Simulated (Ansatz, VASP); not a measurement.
# H13C6 (amorphous polyethylene at 300 K) in two plane-wave programs

Aim: how closely do two programs agree when they are given the same cell, functional and k mesh? The structure shown is the start of the Ansatz relaxation below; VASP solves that cell, so the two are compared at the walk's first step.

Method: plane waves, with VASP 6.6.1 beside it; single point at r2SCAN with D4, in Ansatz 0.2.0.

### 1. The starting structure

The cell holds 76 atoms: 24 C and 52 H. Its edges and angles: a = 8.883 Å, b = 8.883 Å, c = 8.883 Å, α = 90.0°, β = 90.0°, γ = 90.0°. As first built, before any earlier steps moved the atoms (in the runner's words): 2 polyethylene chains of 5 units placed at random, at 0.807 g/cm^3; overlaps pushed apart, then 20 ps at 800 K with MMFF94 bonds, angles, torsions, charges and radii (Halgren, J. Comput. Chem. 17, 490 (1996)) in harmonic and 12-6 forms; charges of ions scaled by 0.8. Snapshot after 30 ps at 300 K and fixed volume.

### 2. Ansatz: relaxation, r2SCAN with D4

Ansatz runs on its default PAW (the set named soft_2) files.

The two programs are compared at the cell with which this relaxation starts, whose forces are those of its first step.

The input, input.yaml:

```yaml
crystal:
  lattice:
    - [8.88329, 0.0, 0.0]
    - [0.0, 8.88329, 0.0]
    - [0.0, 0.0, 8.88329]
  atoms:
    - { symbol: C, position: [0.69158, 0.8425, 0.63994] }
    - { symbol: C, position: [0.6531, 0.98961, 0.70732] }
    - { symbol: C, position: [0.58855, 0.96743, 0.86448] }
    - { symbol: C, position: [0.56505, 0.11655, 0.9499] }
    - { symbol: C, position: [0.50501, 0.08729, 0.10924] }
    - { symbol: C, position: [0.47267, 0.22784, 0.19309] }
    - { symbol: C, position: [0.61138, 0.3288, 0.22127] }
    - { symbol: C, position: [0.59726, 0.41838, 0.36604] }
    - { symbol: C, position: [0.70736, 0.36626, 0.48766] }
    - { symbol: C, position: [0.86984, 0.40218, 0.4545] }
    - { symbol: C, position: [0.97886, 0.32338, 0.54996] }
    - { symbol: C, position: [0.9416, 0.35407, 0.70924] }
    - { symbol: H, position: [0.59251, 0.76811, 0.64694] }
    - { symbol: H, position: [0.78556, 0.78091, 0.70152] }
    - { symbol: H, position: [0.7187, 0.8518, 0.51686] }
    - { symbol: H, position: [0.75138, 0.06237, 0.71061] }
    - { symbol: H, position: [0.57281, 0.05105, 0.63465] }
    - { symbol: H, position: [0.48869, 0.90284, 0.85034] }
    - { symbol: H, position: [0.66219, 0.89498, 0.93352] }
    - { symbol: H, position: [0.66627, 0.17612, 0.9512] }
    - { symbol: H, position: [0.49342, 0.18426, 0.88527] }
    - { symbol: H, position: [0.40273, 0.01688, 0.11089] }
    - { symbol: H, position: [0.58712, 0.02406, 0.17047] }
    - { symbol: H, position: [0.42429, 0.18491, 0.30579] }
    - { symbol: H, position: [0.38463, 0.30595, 0.1491] }
    - { symbol: H, position: [0.64003, 0.39939, 0.12427] }
    - { symbol: H, position: [0.70428, 0.25767, 0.23267] }
    - { symbol: H, position: [0.62231, 0.54019, 0.36167] }
    - { symbol: H, position: [0.47618, 0.41106, 0.40482] }
    - { symbol: H, position: [0.70098, 0.24283, 0.49851] }
    - { symbol: H, position: [0.67567, 0.4097, 0.60097] }
    - { symbol: H, position: [0.8872, 0.52513, 0.46525] }
    - { symbol: H, position: [0.90498, 0.38839, 0.33566] }
    - { symbol: H, position: [0.97457, 0.20502, 0.50912] }
    - { symbol: H, position: [0.09118, 0.36594, 0.5188] }
    - { symbol: H, position: [0.03791, 0.30852, 0.77051] }
    - { symbol: H, position: [0.92973, 0.46702, 0.73383] }
    - { symbol: H, position: [0.84177, 0.29769, 0.74703] }
    - { symbol: C, position: [0.38987, 0.45664, 0.78248] }
    - { symbol: C, position: [0.27973, 0.49462, 0.90539] }
    - { symbol: C, position: [0.33686, 0.59551, 0.02669] }
    - { symbol: C, position: [0.19594, 0.6172, 0.13752] }
    - { symbol: C, position: [0.25596, 0.69904, 0.26865] }
    - { symbol: C, position: [0.13089, 0.74175, 0.37034] }
    - { symbol: C, position: [0.20454, 0.83748, 0.49281] }
    - { symbol: C, position: [0.08937, 0.8526, 0.61576] }
    - { symbol: C, position: [0.15228, 0.91832, 0.76159] }
    - { symbol: C, position: [0.03002, 0.95911, 0.88267] }
    - { symbol: C, position: [0.09484, 0.01783, 0.03384] }
    - { symbol: C, position: [0.97598, 0.06279, 0.14537] }
    - { symbol: H, position: [0.50767, 0.43877, 0.82865] }
    - { symbol: H, position: [0.41363, 0.54815, 0.69939] }
    - { symbol: H, position: [0.34694, 0.35788, 0.71703] }
    - { symbol: H, position: [0.24033, 0.37893, 0.94474] }
    - { symbol: H, position: [0.17294, 0.53681, 0.85873] }
    - { symbol: H, position: [0.43355, 0.55679, 0.09204] }
    - { symbol: H, position: [0.37799, 0.69392, 0.9735] }
    - { symbol: H, position: [0.10446, 0.66767, 0.06608] }
    - { symbol: H, position: [0.14508, 0.50901, 0.17155] }
    - { symbol: H, position: [0.31297, 0.79827, 0.22525] }
    - { symbol: H, position: [0.34223, 0.62367, 0.31601] }
    - { symbol: H, position: [0.04916, 0.80738, 0.31004] }
    - { symbol: H, position: [0.08708, 0.64355, 0.43092] }
    - { symbol: H, position: [0.30594, 0.77869, 0.53737] }
    - { symbol: H, position: [0.24478, 0.94181, 0.44764] }
    - { symbol: H, position: [0.99437, 0.92504, 0.57218] }
    - { symbol: H, position: [0.04, 0.73931, 0.64663] }
    - { symbol: H, position: [0.22312, 0.83374, 0.80609] }
    - { symbol: H, position: [0.22223, 0.00845, 0.72277] }
    - { symbol: H, position: [0.95282, 0.05258, 0.83761] }
    - { symbol: H, position: [0.96308, 0.86044, 0.90357] }
    - { symbol: H, position: [0.16394, 0.93754, 0.09058] }
    - { symbol: H, position: [0.18247, 0.11403, 0.02298] }
    - { symbol: H, position: [0.88663, 0.11549, 0.07251] }
    - { symbol: H, position: [0.01838, 0.12518, 0.24088] }
    - { symbol: H, position: [0.92292, 0.96921, 0.19309] }
kpoints:
  mp_grid: { grid: [1, 1, 1] }
hamiltonian:
  xc: r2scan
  dispersion: d4
scf:
  occupations: { method: fixed }
output:
  forces: true
relax:
  f_tol: 0.05
  max_steps: 200
  cell: {}
```

Command:

```
ansatz run input.yaml --threads 4 --pin off --max-ram 8192MiB --backend cpu --events-out ev --progress --plain --runs-dir out
```

Numbers of over 12 decimals in the logs are rounded to 6 here.

The program printed:

```text
Engine: ansatz 0.2.0, aarch64-unknown-linux-gnu
Pseudopotentials: kind: paw
Pseudopotential: C, paw, valence charge 4, recommended cutoff 500 eV (meta_gga), C.paw.azcp
Pseudopotential: H, paw, valence charge 1, recommended cutoff 500 eV (meta_gga), H.paw.azcp
Functional definition: r2SCAN
  parameter k0 = 0.174
  parameter k1 = 0.065
  parameter a1 = 4.9479
  exchange = r2scan_x(k0 = k0, k1 = k1, a1 = a1)
  correlation = r2scan_c
Crystal: 76 atoms, lattice volume = 701.006 Å³
Basis set: ecut = 500 eV, 17845 PW (Γ), exchange–correlation on 288×288×288 points (64 copies of the dense FFT grid, shifted against one another)
Bands: 150, of which v1, the nominal top of the filled ones, is band 74 counted from 1 (73 counted from 0)
Symmetry: 1 space group operations
Space group: P1 (ITA 1), of the structure as read, at distance tolerance 8.9e-5 Å
k-points: 1
Non-local potential: C, projectors of the file, l = 0: 2, l = 1: 2, l = 2: 1
Non-local potential: H, projectors of the file, l = 0: 2, l = 1: 1
PAW form: soft (Blöchl's): semilocal exchange-correlation on the pseudo side does not see the compensation charge
PAW frozen core: C, regenerated for the run's functional (the file was generated under x = pbe(κ = 0.804, μ = 0.219515), c = pbe(β = 0.066725))
PAW one-centre angular grid: C, 302 points (default); XC on 239 of its mesh's 2573 points in the sphere
PAW one-centre angular grid: H, 302 points (default); XC on 160 Gauss nodes
Initial density: superposition of atomic densities (neutral atoms: chi_scale 0, normalization atom), corrected by the library's trained network
Initial wavefunctions: pseudopotential atomic-orbital guess
Functional: x = r2scan, c = r2scan; τ floored in thin density (d = 2e-4 eV/Å³)
SCF iter   1: F=—  HF=-6882.393094 eV  |F-HF|=—  |Δ(HF+E_count)|=         —  Δρ=5.82e-3  dr2=1.93e-1  dr2_τ=5.42e0  ethr=1.77e-3  ⟨swp⟩=5.0  Hψ=488  notcnv=0  defer=74
preconditioner: auto → Resta (q_TF=auto, 2.105 Å⁻¹)  ε∞=2.1  [insulator: Δε(μ)=5.568 eV  Ē_g=16.375 eV  n_scr=92 (ndim 8)  ℏωp=17.1 eV  f_vac=0.213  ε∞_Penn≈2.1]
SCF iter   2: F=—  HF=-6881.214296 eV  |F-HF|=—  |Δ(HF+E_count)|=    1.18e0  Δρ=3.26e-3  dr2=5.02e-2  dr2_τ=2.49e-3  ethr=1.31e-4  ⟨swp⟩=3.0  Hψ=241  notcnv=0  defer=74
SCF iter   3: F=—  HF=-6881.218666 eV  |F-HF|=—  |Δ(HF+E_count)|=   4.37e-3  Δρ=4.87e-4  dr2=3.16e-3  dr2_τ=3.17e-4  ethr=3.39e-5  ⟨swp⟩=3.0  Hψ=133  notcnv=0  defer=15
automatic band count: iteration 3 solves 91 bands in place of 150: the levels show a gap, and the empty bands left out lie too high to hold charge; the band table lists the bands solved (type scf.n_extra_bands for more)
SCF iter   4: F=—  HF=-6881.222094 eV  |F-HF|=—  |Δ(HF+E_count)|=   3.43e-3  Δρ=2.21e-4  dr2=5.62e-4  dr2_τ=5.15e-5  ethr=2.14e-6  ⟨swp⟩=3.0  Hψ=152  notcnv=0  defer=15
SCF iter   5: F=—  HF=-6881.223156 eV  |F-HF|=—  |Δ(HF+E_count)|=   1.06e-3  Δρ=9.27e-5  dr2=8.79e-5  dr2_τ=7.64e-6  ethr=3.80e-7  ⟨swp⟩=3.0  Hψ=153  notcnv=0  defer=15
SCF iter   6: F=—  HF=-6881.223914 eV  |F-HF|=—  |Δ(HF+E_count)|=   7.58e-4  Δρ=1.88e-5  dr2=4.11e-6  dr2_τ=2.44e-7  ethr=5.94e-8  ⟨swp⟩=3.0  Hψ=166  notcnv=0  defer=15
SCF iter   7: F=—  HF=-6881.223930 eV  |F-HF|=—  |Δ(HF+E_count)|=   1.63e-5  Δρ=9.50e-6  dr2=7.48e-7  dr2_τ=7.37e-8  ethr=2.78e-9  ⟨swp⟩=2.0  Hψ=157  notcnv=0  defer=15
SCF iter   8: F=-6881.223931 eV  HF=-6881.223931 eV  |F-HF|=1.41e-7  |Δ(HF+E_count)|=   9.98e-7  Δρ=2.48e-6  dr2=5.95e-8  dr2_τ=4.75e-9  ethr=6.76e-11  ⟨swp⟩=3.0  Hψ=397  notcnv=0
SCF 1 converged in 8 iterations: F = -6881.223931 eV  dr2 = 5.95e-8
  greatest PAW one-centre occupation: 0.682 electrons in one spin orbital (limit 2), on the C atom at site 11 (counted from 0), in its partial waves of l = 0
relax step   1: F+E_penalty+E_count = -6881.22393122 eV  Δ(F+E_penalty+E_count) = +0.000e0 eV  max|allowed force component| = 2.871e0 eV/Å  Δτ_max = 0.0000 Å  P = +1.105 GPa  Ω = 701.006 Å³  (8 SCF iters, dr2 threshold 1.00e-7 eV, accepted)
Crystal: 76 atoms, lattice volume = 720.579 Å³
Basis set: ecut = 500 eV, 18301 PW (Γ), exchange–correlation on 288×288×288 points (64 copies of the dense FFT grid, shifted against one another)
Initial density: handed on by an earlier stage of this run
Initial wavefunctions: those handed on with the density
iter 1 solved again at ethr=1.23e-3 eV; its pass at ethr=3.10e-3 eV (dr2=1.82e0 eV) is discarded
SCF iter   1: F=—  HF=-6883.464148 eV  |F-HF|=—  |Δ(HF+E_count)|=         —  Δρ=2.27e-2  dr2=1.84e0  dr2_τ=1.33e0  ethr=1.23e-3  ⟨swp⟩=1.0  Hψ=399  notcnv=0  defer=11
automatic band count: iteration 1 solves 91 bands in place of 150: the levels show a gap, and the empty bands left out lie too high to hold charge; the band table lists the bands solved (type scf.n_extra_bands for more)
preconditioner: auto → Resta (q_TF=auto, 2.096 Å⁻¹)  ε∞=2.7  [insulator: Δε(μ)=6.742 eV  Ē_g=13.099 eV  n_scr=104 (ndim 8)  ℏωp=16.8 eV  f_vac=0.252  ε∞_Penn≈2.7]
[...]
atom  41  C      0.00367798     0.00142421    -0.00169579
  atom  42  C      0.00041629     0.00086565     0.00161266
  atom  43  C      0.00050254     0.00274554    -0.00001723
  atom  44  C     -0.00230173    -0.00444492    -0.00239872
  atom  45  C     -0.00298464     0.00168366     0.00122448
  atom  46  C      0.00109914     0.00186877    -0.00001381
  atom  47  C     -0.00205257    -0.00154989     0.00007964
  atom  48  C      0.00264776     0.00345837    -0.00131057
  atom  49  C      0.00027623     0.00154892    -0.00000161
  atom  50  C     -0.00054180     0.00207744    -0.00728567
  atom  51  H      0.01902831     0.00345586     0.00504863
  atom  52  H     -0.00662841     0.01723900    -0.01148487
  atom  53  H     -0.00313108    -0.01330013    -0.00566130
  atom  54  H     -0.00018518    -0.01108551     0.00322455
  atom  55  H     -0.00484915     0.00085800    -0.00082641
  atom  56  H      0.00162558     0.00127869     0.00248875
  atom  57  H     -0.00033474     0.00196185     0.00400819
  atom  58  H      0.00165474     0.00020179    -0.00059392
  atom  59  H     -0.00058353     0.00117053    -0.00307783
  atom  60  H     -0.00045462    -0.00284298     0.00383574
  atom  61  H     -0.00067128    -0.00029823    -0.00096806
  atom  62  H      0.00224534    -0.00031951     0.00181224
  atom  63  H      0.00000789     0.00234175    -0.00142946
  atom  64  H      0.00086237    -0.00070031     0.00033673
[...]
atom  69  H     -0.00036919    -0.00325075     0.00200872
  atom  70  H      0.00535209    -0.00150694     0.00031011
  atom  71  H      0.00147732     0.00163333    -0.00061827
  atom  72  H     -0.00465996     0.00231435     0.00076149
  atom  73  H      0.00197675    -0.00128464    -0.00115477
  atom  74  H      0.00090102    -0.00401160    -0.00269224
  atom  75  H      0.00181303     0.00073604     0.00347727
  atom  76  H     -0.00184797    -0.00153381     0.00258652
  max |Σ_I F_I| component: 7.39e-5 eV/Å
--- Stress (GPa, compression-positive) ---
        0.001789       0.010847      -0.012176
        0.010847       0.016285       0.014223
       -0.012176       0.014223      -0.020489
  P = ⅓ Tr σ = -0.0008 GPa (-0.008 kbar)
--- Relaxed structure (20 steps of the walk, 19 accepted, 1 SCFs on fresh bases) ---
  F+E_penalty+E_count = -6884.61369382 eV   max|allowed force component| = 1.903e-2 eV/Å   (the final SCF, on the basis selected at the relaxed cell)
  cell:  # Å, volume = 650.6862 Å³
    - [8.825097, -0.079189, -0.338992]
    - [-0.079189, 8.302991, -0.138434]
    - [-0.338992, -0.138434, 8.896287]
  atoms:
    - { symbol: C, position: [0.644524, 0.824101, 0.568336] }
    - { symbol: C, position: [0.621253, 0.969267, 0.671818] }
    - { symbol: C, position: [0.600031, 0.924538, 0.833444] }
    - { symbol: C, position: [0.574487, 0.070696, 0.935919] }
    - { symbol: C, position: [0.563467, 0.028604, 0.100006] }
    - { symbol: C, position: [0.523928, 0.169521, 0.203562] }
    - { symbol: C, position: [0.624879, 0.320042, 0.196211] }
    - { symbol: C, position: [0.602572, 0.443145, 0.323512] }
    - { symbol: C, position: [0.677528, 0.397151, 0.476189] }
    - { symbol: C, position: [0.849714, 0.422020, 0.489740] }
    - { symbol: C, position: [0.928384, 0.347844, 0.628969] }
    - { symbol: C, position: [0.872274, 0.410892, 0.777105] }
    - { symbol: H, position: [0.545767, 0.742416, 0.560697] }
    - { symbol: H, position: [0.741987, 0.755186, 0.610710] }
    - { symbol: H, position: [0.663984, 0.859216, 0.454090] }
    - { symbol: H, position: [0.718666, 0.052748, 0.671466] }
    - { symbol: H, position: [0.522611, 0.036480, 0.627987] }
    - { symbol: H, position: [0.504093, 0.839232, 0.834900] }
    - { symbol: H, position: [0.699897, 0.860013, 0.878629] }
    - { symbol: H, position: [0.667360, 0.158318, 0.927447] }
    - { symbol: H, position: [0.470772, 0.130621, 0.893884] }
    - { symbol: H, position: [0.478584, -0.068380, 0.106054] }
    - { symbol: H, position: [0.671631, -0.021610, 0.143122] }
    - { symbol: H, position: [0.528845, 0.128235, 0.319361] }
    - { symbol: H, position: [0.405877, 0.203483, 0.176573] }
    - { symbol: H, position: [0.600749, 0.375480, 0.087400] }
    - { symbol: H, position: [0.744301, 0.286461, 0.200050] }
    - { symbol: H, position: [0.647065, 0.561421, 0.294971] }
    - { symbol: H, position: [0.480590, 0.457694, 0.332619] }
    - { symbol: H, position: [0.649565, 0.271284, 0.497550] }
    - { symbol: H, position: [0.628901, 0.468309, 0.564907] }
    - { symbol: H, position: [0.876096, 0.551383, 0.491434] }
    - { symbol: H, position: [0.897905, 0.371117, 0.389487] }
    - { symbol: H, position: [0.912041, 0.216715, 0.619967] }
    - { symbol: H, position: [0.050992, 0.370105, 0.629512] }
    - { symbol: H, position: [-0.068341, 0.355875, 0.873934] }
[...]
- { symbol: C, position: [0.393375, 0.473505, 0.758259] }
    - { symbol: C, position: [0.297983, 0.459097, 0.892339] }
    - { symbol: C, position: [0.321667, 0.598966, 0.00674186] }
    - { symbol: C, position: [0.224655, 0.584206, 0.140165] }
    - { symbol: C, position: [0.259073, 0.717335, 0.259938] }
    - { symbol: C, position: [0.160668, 0.709388, 0.392523] }
    - { symbol: C, position: [0.199197, 0.842680, 0.511243] }
    - { symbol: C, position: [0.097440, 0.841825, 0.641486] }
    - { symbol: C, position: [0.147885, 0.963886, 0.767192] }
    - { symbol: C, position: [0.047438, 0.963518, 0.898652] }
    - { symbol: C, position: [0.109289, 0.073551, 0.029819] }
    - { symbol: C, position: [1.012252, 0.071691, 0.163535] }
[...]
- { symbol: H, position: [0.151917, 0.085074, 0.722151] }
    - { symbol: H, position: [0.932390, -4.291008029395915e-5, 0.860234] }
    - { symbol: H, position: [1.035734, 0.840226, 0.937677] }
    - { symbol: H, position: [0.225259, 1.037918, 0.064143] }
    - { symbol: H, position: [0.119316, 0.196699, -0.00880082] }
    - { symbol: H, position: [0.897466, 0.110586, 0.130408] }
    - { symbol: H, position: [0.058811, 0.151841, 0.255866] }
    - { symbol: H, position: [1.002585, 0.950742, 0.206986] }
```

Reading the cycles: dr2 is the Hartree energy of the density residual (eV), the measure of convergence; HF is the Harris–Foulkes estimate of the energy, which meets the free energy F at convergence.

(Part 1 of 2 ends here.)

[Lines on the potential files, build, host, timing and source positions are cut from VASP's logs without a mark.]

[Logs are printed without paths, hosts, clocks, repeated set-up lines and the standing remarks that a program may print on its own settings, such as how far it seeks lower states.]

[Hosts, paths, dates, database ids (printed as entryN), source tags and the programs' standing remarks are cut or masked in the printed files.]

[The MMFF94 radii named for the starting cell were scaled by 0.96; in molecules described by MMFF94, hydrogen bound to N, O or S took a small fixed 12-6 site in their place.]
